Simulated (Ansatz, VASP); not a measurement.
# Mo2SNO (Mo2NOS MXene monolayer): VASP beside Ansatz

Wanted: the spread between two codes on one cell, functional and k mesh. The cell is taken from a series of runs on this material, whose earlier steps may have relaxed, scaled, displaced or heated it; both programs get it as it stands.

Program: Ansatz 0.2.0. Level of theory: plane waves, with VASP 6.6.1 beside it; single point at PBE with D3(BJ). Results are calculated unless marked as measured.

### 1. Starting point

The cell holds 5 atoms: 1 S, 2 Mo, 1 N and 1 O. Cell: a = 2.949 Å, b = 2.949 Å, c = 23.562 Å, α = 90.0°, β = 90.0°, γ = 120.0°. Vacuum lies along c.

Structure file:

```cif
data_structure
_symmetry_space_group_name_H-M 'P 1'
_symmetry_Int_Tables_number 1
_cell_length_a 2.9486
_cell_length_b 2.9486
_cell_length_c 23.5620
_cell_angle_alpha 90.000
_cell_angle_beta 90.000
_cell_angle_gamma 120.000
_cell_volume 177.41
loop_
_atom_site_label
_atom_site_type_symbol
_atom_site_fract_x
_atom_site_fract_y
_atom_site_fract_z
_atom_site_occupancy
S1 S 0.33333 0.66667 0.38197 1
Mo2 Mo 0.66667 0.33333 0.45194 1
Mo3 Mo 0.33333 0.66667 0.56916 1
N4 N 0.00000 0.00000 0.51361 1
O5 O 0.66667 0.33333 0.61803 1
```

### 2. VASP: single point, PBE with D3(BJ)

With cell and atoms fixed, the geometry can't cause a difference; cores, projectors, grids and the points listed under the comparison can.

Lines of VASP's logs that name or quote its potential files are left out, and so is its time.

INCAR

```
SYSTEM = Mo2SNO
PREC = Accurate
ENCUT = 520
EDIFF = 1E-06
NELM = 120
ISMEAR = -1
SIGMA = 0.02585
LREAL = .FALSE.
ALGO = Normal
GGA = PE
IVDW = 12
NBANDS = 28
LASPH = .TRUE.
LORBIT = 11
LWAVE = .FALSE.
LCHARG = .FALSE.
ISIF = 2
LDIPOL = .TRUE.
IDIPOL = 3
DIPOL = 0.5 0.5 0.508
LVHAR = .TRUE.
GGA_COMPAT = .FALSE.
NELMDL = -8
KPAR = 2
```

POSCAR

```
Mo2SNO
1.0
    2.9486475444      0.0000000000      0.0000000000
   -1.4743237722      2.5536036802      0.0000000000
    0.0000000000      0.0000000000     23.5620155200
S Mo N O
1 2 1 1
Direct
    0.3333333333      0.6666666667      0.3819707186
    0.6666666666      0.3333333334      0.4519437286
    0.3333333333      0.6666666667      0.5691583816
    1.0000000000      0.0000000000      0.5136138580
    0.6666666666      0.3333333334      0.6180292814
```

KPOINTS

```
Automatic mesh
0
Gamma
18 18 1
0 0 0
```

PAW data sets: S, Mo_sv, N and O (PBE family, release 64).

On the command line:

```bash
$ mpirun -np 2 vasp_std
```

Numbers of over 12 decimals in the logs are rounded to 6 here.

Log:

```text
[banner, memory and clock lines left out]
running    2 mpi-ranks, on    1 nodes
 distrk:  each k-point on    1 cores,    2 groups
 distr:  one band on    1 cores,    1 groups

 POSCAR found type information on POSCAR S MoN O
 POSCAR found :  4 types and       5 ions
 LDA part: xc-table for (Slater+PW92), standard interpolation
 POSCAR, INCAR and KPOINTS ok, starting setup
 FFT: planning ... GRIDC
 FFT: planning ... GRID_SOFT
 FFT: planning ... GRID
 WAVECAR not read
 entering main loop
       N       E                     dE             d eps       ncg     rms          rms(c)
DAV:   1     0.430886746089E+03    0.43089E+03   -0.25703E+04  2552   0.138E+03
DAV:   2    -0.193743047495E+02   -0.45026E+03   -0.44198E+03  2576   0.380E+02
DAV:   3    -0.482874849581E+02   -0.28913E+02   -0.27974E+02  2436   0.920E+01
DAV:   4    -0.493580201360E+02   -0.10705E+01   -0.10518E+01  2868   0.162E+01
DAV:   5    -0.493788078202E+02   -0.20788E-01   -0.20694E-01  2636   0.200E+00
DAV:   6    -0.493795043965E+02   -0.69658E-03   -0.69625E-03  2816   0.355E-01
DAV:   7    -0.493795321407E+02   -0.27744E-04   -0.27742E-04  2640   0.606E-02
DAV:   8    -0.493795334719E+02   -0.13312E-05   -0.13312E-05  2400   0.128E-02    0.414E+01
DAV:   9    -0.443472192888E+02    0.50323E+01   -0.59882E+01  2288   0.444E+01    0.154E+01
DAV:  10    -0.504026216872E+02   -0.60554E+01   -0.54993E+01  2652   0.401E+01    0.180E+01
DAV:  11    -0.449900908428E+02    0.54125E+01   -0.37937E+01  2944   0.366E+01    0.130E+01
DAV:  12    -0.429500981596E+02    0.20400E+01   -0.20921E+01  2624   0.195E+01    0.362E+00
DAV:  13    -0.427458965580E+02    0.20420E+00   -0.17752E+00  2368   0.792E+00    0.206E+00
DAV:  14    -0.427133451105E+02    0.32551E-01   -0.23802E-01  2540   0.291E+00    0.145E+00
[...]
DAV:  23    -0.426896388375E+02   -0.75555E-04   -0.20101E-05  1944   0.185E-02    0.938E-03
DAV:  24    -0.426896717917E+02   -0.32954E-04   -0.66755E-06  2304   0.156E-02    0.746E-03
DAV:  25    -0.426896973161E+02   -0.25524E-04   -0.28056E-06  1836   0.101E-02    0.292E-03
DAV:  26    -0.426897087883E+02   -0.11472E-04   -0.10847E-06  1376   0.537E-03    0.193E-03
DAV:  27    -0.426897209270E+02   -0.12139E-04   -0.10877E-06  1488   0.428E-03    0.147E-03
DAV:  28    -0.426897226628E+02   -0.17358E-05   -0.87297E-08  1216   0.175E-03    0.801E-04
DAV:  29    -0.426897249752E+02   -0.23124E-05   -0.15359E-07  1236   0.172E-03    0.346E-04
DAV:  30    -0.426897258098E+02   -0.83466E-06   -0.48766E-08  1148   0.949E-04
   1 F= -.44296638E+02 E0= -.44292862E+02  d E =-.755139E-02
```

From OUTCAR (step 2):

```text
ion  position               nearest neighbor table
   1  0.333  0.667  0.382-   2 2.37   2 2.37   2 2.37
   2  0.667  0.333  0.452-   4 2.24   4 2.24   4 2.24   1 2.37   1 2.37   1 2.37   3 3.24   3 3.24
                             3 3.24
   3  0.333  0.667  0.569-   5 2.06   5 2.06   5 2.06   4 2.15   4 2.15   4 2.15   2 3.24   2 3.24
                             2 3.24
   4  0.000  0.000  0.514-   3 2.15   3 2.15   3 2.15   2 2.24   2 2.24   2 2.24
   5  0.667  0.333  0.618-   3 2.06   3 2.06   3 2.06

  LATTYP: Found a hexagonal cell.
 ALAT       =     2.9486475444
 C/A-ratio  =     7.9907873577

 Subroutine GETGRP returns: Found  6 space group operations
 (whereof  6 operations were pure point group operations)

The static configuration has the point symmetry C_3v.

 Found     37 irreducible k-points:

   k-points           NKPTS =     37   k-points in BZ     NKDIM =     37   number of bands    NBANDS=     28

   dimension x,y,z NGX =    24 NGY =   24 NGZ =  180
   dimension x,y,z NGXF=    48 NGYF=   48 NGZF=  360

   ENCUT  =  520.0 eV  38.22 Ry    6.18 a.u.   5.48  5.48 43.81*2*pi/ulx,y,z

   NELECT =      45.0000    total number of electrons

 k-points in reciprocal lattice and weights: Automatic mesh
   0.00000000  0.00000000  0.00000000       0.003
   0.05555556 -0.00000000  0.00000000       0.019
   0.11111111 -0.00000000  0.00000000       0.019
   0.16666667  0.00000000  0.00000000       0.019
   0.22222222  0.00000000  0.00000000       0.019
   0.27777778  0.00000000  0.00000000       0.019
   0.33333333  0.00000000  0.00000000       0.019
   0.38888889  0.00000000  0.00000000       0.019
   0.44444444  0.00000000  0.00000000       0.019
[...]
0.33333333  0.27777778  0.00000000       0.037
   0.33333333  0.33333333  0.00000000       0.006

 dipolmoment           0.000000      0.000000      0.055662 electrons x Angstroem

 average (electrostatic) potential at core
       1 -92.4994       2 -82.6981       3 -83.3616       4 -70.3901       5 -76.6480

 E-fermi :  -0.3100

 k-point     1 :       0.0000    0.0000    0.0000
  band No.  band energies     occupation
    ...
     21      -1.8805      2.00000
     22      -1.1834      2.00000
     23      -1.1834      2.00000
     24      -0.4611      1.99424
     25      -0.4611      1.99424
     26       0.1427      0.00000
     27       2.1885      0.00000
     28       2.1885      0.00000

 k-point     2 :       0.0556   -0.0000    0.0000
  band No.  band energies     occupation
    ...
     21      -1.9812      2.00000
     22      -1.0294      2.00000
     23      -0.9570      2.00000
     24      -0.5066      1.99900
     25      -0.4564      1.99308
     26       0.1775      0.00000
     27       2.0746      0.00000
     28       2.2080      0.00000

 k-point     3 :       0.1111   -0.0000    0.0000
  band No.  band energies     occupation
    ...
     20      -2.2889      2.00000
     21      -2.0043      2.00000
     22      -0.9512      2.00000
     23      -0.7453      2.00000
     24      -0.5000      1.99872
     25      -0.2592      0.24535
     26       0.2865      0.00000
     27       1.8845      0.00000
     28       2.2510      0.00000

 Edisp (eV)   -1.60691

  Total       0.05985     0.05985     0.15275    -0.00000     0.00000    -0.00000
  in kB       0.54049     0.54049     1.37941    -0.00000     0.00000    -0.00000
  external pressure =        0.82 kB  Pullay stress =        0.00 kB

  energy-cutoff  :      520.00
  volume of cell :      177.41
      direct lattice vectors                 reciprocal lattice vectors
     2.948647544  0.000000000  0.000000000     0.339138532  0.195801723  0.000000000
    -1.474323772  2.553603680  0.000000000     0.000000000  0.391603446  0.000000000
     0.000000000  0.000000000 23.562015520     0.000000000  0.000000000  0.042441191

 POSITION                                       TOTAL-FORCE (eV/Angst)
 -----------------------------------------------------------------------------------
     -0.00000      1.70240      9.00000         0.000000     -0.000000      0.030254
      1.47432      0.85120     10.64871        -0.000000      0.000000     -0.104726
     -0.00000      1.70240     13.41052         0.000000     -0.000000     -0.005075
      0.00000      0.00000     12.10178        -0.000000     -0.000000      0.013160
      1.47432      0.85120     14.56202        -0.000000     -0.000000      0.066386
 -----------------------------------------------------------------------------------
    total drift:                                0.000001     -0.000001      0.000120

  FREE ENERGIE OF THE ION-ELECTRON SYSTEM (eV)
  ---------------------------------------------------
  free  energy   TOTEN  =       -44.2966377208 eV

  energy  without entropy=      -44.2890863289  energy(sigma->0) =      -44.29286202

 vacuum level on the upper side and lower side of the slab         6.044         4.706

 total charge
# of ion       s       p       d       tot
------------------------------------------
    1        1.371   2.343   0.000   3.714
    2        2.282   6.207   4.022  12.511
    3        2.286   6.236   3.848  12.370
    4        1.240   2.478   0.000   3.718
    5        1.582   3.395   0.000   4.977
--------------------------------------------------
tot          8.761  20.659   7.870  37.290

[... 3 further parts left out ...]
```

This run has no spin polarisation, so a moment on Mo, if there is one, isn't seen. Its electron count is odd, so without a moment it is a metal by construction.

### 3. Ansatz: single point, PBE with D3(BJ)

Ansatz runs on its default PAW (the set named soft_2) files.

The same cell, functional, mesh and smearing now go to Ansatz, which takes its cutoff from its data sets.

input.yaml

```yaml
crystal:
  lattice:
    - [2.9486475444, 0.0, 0.0]
    - [-1.4743237722, 2.5536036802, 0.0]
    - [0.0, 0.0, 23.56201552]
  atoms:
    - { symbol: S, position: [0.3333333333, 0.6666666667, 0.3819707186] }
    - { symbol: Mo, position: [0.6666666667, 0.3333333333, 0.4519437286] }
    - { symbol: "N", position: [0.0, 0.0, 0.513613858] }
    - { symbol: Mo, position: [0.3333333333, 0.6666666667, 0.5691583816] }
    - { symbol: O, position: [0.6666666667, 0.3333333333, 0.6180292814] }
kpoints:
  mp_grid: { grid: [18, 18, 1] }
  band_path:
    path: [[0, 0, 0], [0.5, 0, 0], [0.33333333, 0.33333333, 0], [0, 0, 0]]
    npoints: 16
hamiltonian:
  xc: pbe
  dispersion: d3bj
scf:
  occupations: { method: fermi_dirac, width: 0.02585 }
  convergence: { dr2_threshold: 1.0e-10 }
efield:
  axis: 3
  dipole_correction: true
  ramp_position: 0.97
  ramp_width: 0.06
  amplitude: 0
output:
  dos: { projected: true, e_range: [-6, 5] }
  write_potential: true
  write_density: true
  volumetric_format: npy
  elf: true
```

On the command line:

```bash
$ ansatz run input.yaml --threads 2 --pin off --max-ram 3072MiB --backend cpu --events-out ev --progress --plain --runs-dir out
```

Log:

```text
Engine: ansatz 0.2.0, x86_64-unknown-linux-gnu
Pseudopotentials: kind: paw
Pseudopotential: S, paw, valence charge 6, recommended cutoff 420 eV (normal), S.paw.azcp
Pseudopotential: Mo, paw, valence charge 14, recommended cutoff 420 eV (normal), Mo.paw.azcp
Pseudopotential: N, paw, valence charge 5, recommended cutoff 420 eV (normal), N.paw.azcp
Pseudopotential: O, paw, valence charge 6, recommended cutoff 420 eV (normal), O.paw.azcp
Functional definition: PBE
  parameter kappa = 0.804
  parameter beta = 0.066725
  exchange = pbe_x(kappa = kappa, mu = beta*pi^2/3)
  correlation = pbe_c(beta = beta)
Crystal: 5 atoms, lattice volume = 177.414 Å³
Basis set: ecut = 420 eV, 3391 PW (Γ)
Bands: 28, of which v1, the nominal top of the filled ones, is band 23 counted from 1 (22 counted from 0)
Symmetry: 6 space group operations
Space group: P3m1 (ITA 156), of the structure as read, at distance tolerance 5.6e-5 Å
k-points: 37 of 324 (time reversal used)
Non-local potential: S, projectors of the file, l = 0: 2, l = 1: 2, l = 2: 2
Non-local potential: Mo, projectors of the file, l = 0: 3, l = 1: 2, l = 2: 2, l = 3: 1
Non-local potential: N, projectors of the file, l = 0: 2, l = 1: 2, l = 2: 1
Non-local potential: O, projectors of the file, l = 0: 2, l = 1: 2, l = 2: 1
PAW form: soft (Blöchl's): semilocal exchange-correlation on the pseudo side does not see the compensation charge
PAW one-centre angular grid: S, 110 points (default); XC on 64 Gauss nodes
PAW one-centre angular grid: Mo, 590 points (default); XC on 64 Gauss nodes
PAW one-centre angular grid: N, 110 points (default); XC on 64 Gauss nodes
PAW one-centre angular grid: O, 110 points (default); XC on 64 Gauss nodes
Initial density: superposition of atomic densities (neutral atoms: chi_scale 0, normalization atom), corrected by the library's trained network
Initial wavefunctions: pseudopotential atomic-orbital guess
Functional: x = pbe(κ = 0.804, μ = 0.219515), c = pbe(β = 0.066725)
SCF iter   1: F=—  HF=-11768.009935 eV  |F-HF|=—  |Δ(HF+E_count)|=         —  Δρ=3.90e-3  dr2=2.20e-2  ethr=1.77e-3  p=-0.044 e·Å  D=-4.48e-2 V/Å  ΔV_dip=1.06 eV  dr2_dipole=4.48e-4  V_vac-E_F(+/−)=6.53/5.47 eV  ⟨swp⟩=10.8  Hψ=6652  notcnv=0
efield: sawtooth ramp at fractional position 0.9700 (set: `efield.ramp_position`, or a place that a band, a saddle search or an elastic batch's reference lends), width 0.0600; the density the first Hamiltonian is built on has a dipole p = -0.044 e·Å; the dipole correction subtracts the counter field D = -4.48e-2 V/Å, which shifts the + side's vacuum level by +1.06 eV against the − side's; the planar-averaged density in the ramp window peaks in size at 1.4e-5 e/Å³
preconditioner: auto → LDOS  [metal: Δε(μ)=0.028 eV  Ē_g=8.536 eV  σ=0.026 eV  W_gap=0.25  n_scr=16 (ndim 8)  ℏωp=15.0 eV  f_vac=0.637  D(μ)=3.40/eV (n_scr^D=12)  β→1.0]
SCF iter   2: F=—  HF=-11768.011203 eV  |F-HF|=—  |Δ(HF+E_count)|=   1.27e-3  Δρ=2.01e-3  dr2=1.27e-2  ethr=4.90e-5  p=-0.060 e·Å  D=-6.14e-2 V/Å  ΔV_dip=1.45 eV  dr2_dipole=7.22e-4  V_vac-E_F(+/−)=6.34/4.90 eV  ⟨swp⟩=3.8  Hψ=2687  notcnv=0  defer=18
SCF iter   3: F=—  HF=-11768.007901 eV  |F-HF|=—  |Δ(HF+E_count)|=   3.30e-3  Δρ=5.47e-4  dr2=1.06e-3  ethr=2.82e-5  p=-0.052 e·Å  D=-5.35e-2 V/Å  ΔV_dip=1.26 eV  dr2_dipole=5.70e-5  V_vac-E_F(+/−)=6.35/5.09 eV  ⟨swp⟩=2.9  Hψ=1967  notcnv=0  defer=18
SCF iter   4: F=—  HF=-11768.007707 eV  |F-HF|=—  |Δ(HF+E_count)|=   1.94e-4  Δρ=1.38e-4  dr2=3.65e-5  ethr=2.35e-6  p=-0.054 e·Å  D=-5.48e-2 V/Å  ΔV_dip=1.29 eV  dr2_dipole=4.57e-6  V_vac-E_F(+/−)=6.34/5.04 eV  ⟨swp⟩=3.1  Hψ=1783  notcnv=0  defer=18
SCF iter   5: F=—  HF=-11768.007719 eV  |F-HF|=—  |Δ(HF+E_count)|=   1.24e-5  Δρ=4.71e-5  dr2=3.88e-6  ethr=8.12e-8  p=-0.054 e·Å  D=-5.46e-2 V/Å  ΔV_dip=1.29 eV  dr2_dipole=4.14e-10  V_vac-E_F(+/−)=6.33/5.04 eV  ⟨swp⟩=2.6  Hψ=1910  notcnv=0  defer=18
SCF iter   6: F=—  HF=-11768.007723 eV  |F-HF|=—  |Δ(HF+E_count)|=   4.12e-6  Δρ=1.60e-5  dr2=3.48e-7  ethr=8.62e-9  p=-0.053 e·Å  D=-5.45e-2 V/Å  ΔV_dip=1.29 eV  dr2_dipole=6.51e-9  V_vac-E_F(+/−)=6.33/5.04 eV  ⟨swp⟩=2.7  Hψ=1886  notcnv=0  defer=18
SCF iter   7: F=—  HF=-11768.007724 eV  |F-HF|=—  |Δ(HF+E_count)|=   6.55e-7  Δρ=3.88e-6  dr2=4.12e-8  ethr=7.73e-10  p=-0.053 e·Å  D=-5.45e-2 V/Å  ΔV_dip=1.28 eV  dr2_dipole=1.22e-9  V_vac-E_F(+/−)=6.33/5.04 eV  ⟨swp⟩=2.4  Hψ=1766  notcnv=0  defer=18
SCF iter   8: F=—  HF=-11768.007724 eV  |F-HF|=—  |Δ(HF+E_count)|=   3.38e-8  Δρ=7.82e-7  dr2=1.69e-9  ethr=9.16e-11  p=-0.053 e·Å  D=-5.45e-2 V/Å  ΔV_dip=1.28 eV  dr2_dipole=2.03e-10  V_vac-E_F(+/−)=6.33/5.04 eV  ⟨swp⟩=2.4  Hψ=1710  notcnv=0  defer=18
SCF iter   9: F=-11768.007724 eV  HF=-11768.007724 eV  |F-HF|=1.53e-10  |Δ(HF+E_count)|=   1.23e-9  Δρ=1.85e-7  dr2=8.41e-11  ethr=1.00e-12  p=-0.053 e·Å  D=-5.45e-2 V/Å  ΔV_dip=1.28 eV  dr2_dipole=4.51e-13  V_vac-E_F(+/−)=6.33/5.04 eV  ⟨swp⟩=5.5  Hψ=4420  notcnv=0
SCF 1 converged in 9 iterations: F = -11768.007724 eV  dr2 = 8.41e-11
  greatest PAW one-centre occupation: 0.998 electrons in one spin orbital (limit 2), on the Mo atom at site 1 (counted from 0), in its partial waves of l = 0
NSCF: frozen V_eff on 49 k-points
efield: sawtooth ramp at fractional position 0.9700 (kept from the solve that this one continues, or follows in the run), width 0.0600; the density the first Hamiltonian is built on has a dipole p = -0.053 e·Å; the dipole correction subtracts the counter field D = -5.45e-2 V/Å, which shifts the + side's vacuum level by +1.28 eV against the − side's; the planar-averaged density in the ramp window peaks in size at 4.0e-6 e/Å³
WARN: The output density's exchange-correlation potential varies sharply where the density is thin. Do not read a vacuum level from v_tot or v_xc, or from such a field of the output density. On a cell that repeats whose density bears no net charge and no dipole along the vacuum's axis use v_es (v_loc + v_h of the components); under efield.dipole_correction with no amplitude use v_es + v_field, which holds any externa [...]
SCF converged after 9 iterations
Free energy (F): -11768.007724 eV
Harris-Foulkes:  -11768.007724 eV  (|F-HF|=1.53e-10)
Internal energy: -11768.000206 eV  (E = F + TS)
E sigma→0 (E₀):  -11768.003965 eV
Entropy (-TS):   -0.007518 eV (-1.504 meV/atom)
Fermi energy:    1.591758 eV
Dipole field:    D = -0.054507 V/Å  (p = -0.053442 e·Å, saw-weighted, corrected)
Work function:   Φ+ = 6.3282 eV   Φ− = 5.0439 eV
Levels:          The Fermi level and band energies are counted from a zero that moves with the ramp; work functions are not
--- Per-component energies (eV) ---
  E_band       = -806.212497
  E_kinetic    = 1297.686172
  E_local      = -52713.287140  (includes V_loc(G=0)·N_el)
  E_nonlocal   = 407.030188
  E_hartree    = 25632.573930
  E_xc         = -598.714628
  E_vxc        = -717.170834  (∫ρ·V_xc dr)
  E_paw        = -7287.102342  (= ΣΔE_a)
  E_vpaw       = -346.090533  (= ΣTr[D̂ρ^β])
  E_aug_tail   = 0.002621  (compensation charges beyond the density's cutoff)
  E_efield     = 0.001456  (sawtooth field / dipole correction)
  E_vefield    = 0.469755  (∫n·V_field dr)
  E_ewald      = 21495.416605
  E_disp       = -1.607068  (pairwise vdW)
  E_smearing   = -0.007518  (= −TS)
  E_closure    = -0.000000  (closes the sum)
  Σ components = -11768.007724   (vs F -11768.007724, Δ=0.00e0)
--- Band table (eV; the first three rows and the last of 37) ---
  k-point 0: bands = [... 19 lower, 0.0232, 0.0232, 0.7204, 0.7204, 1.4378, 1.4378, 2.0412, 4.0940, ... 1 higher]
  k-point 1: bands = [... 19 lower, -0.1589, -0.0768, 0.8749, 0.9468, 1.3929, 1.4428, 2.0758, 3.9794, ... 1 higher]
  k-point 2: bands = [... 19 lower, -0.3858, -0.0997, 0.9528, 1.1574, 1.4016, 1.6416, 2.1849, 3.7877, ... 1 higher]
  k-point 36: bands = [... 19 lower, -2.4116, 1.1642, 1.7574, 2.0770, 2.3959, 2.4344, 2.9829, 4.3516, ... 1 higher]
```

The column dr2 measures how far the density is from self-consistency, as an energy; F and HF (Harris–Foulkes) agree once it is small.

### 4. Comparison

Known differences besides the potentials themselves: the cutoff is 420 eV in Ansatz and 520 eV in VASP. Total energies have different zeros and are not compared.

The two programs side by side:

```tsv
quantity	Ansatz	VASP	difference
work function, lower of the two faces (eV)	5.04	5.02	+0.03
work function, higher of the two faces (eV)	6.33	6.35	-0.03
```

With vacuum in the cell, a pressure given here is an average over mostly empty space and none of the material.

### 5. What came out

```json
{"difference in work function, lower of the two faces (single point, PBE with D3(BJ))": "0.028 eV"}
```

In words: The difference in work function, lower of the two faces is 0.028 eV (single point, PBE with D3(BJ)). Such differences can come from data sets, numerical settings and the points named under the comparisons, not from the functional's error against experiment.

[Lines on the potential files, build, host, timing and source positions are cut from VASP's logs without a mark.]

[Logs are printed without paths, hosts, clocks, repeated set-up lines and the standing remarks that a program may print on its own settings, such as how far it seeks lower states.]

[Hosts, paths, dates, database ids (printed as entryN), source tags and the programs' standing remarks are cut or masked in the printed files.]
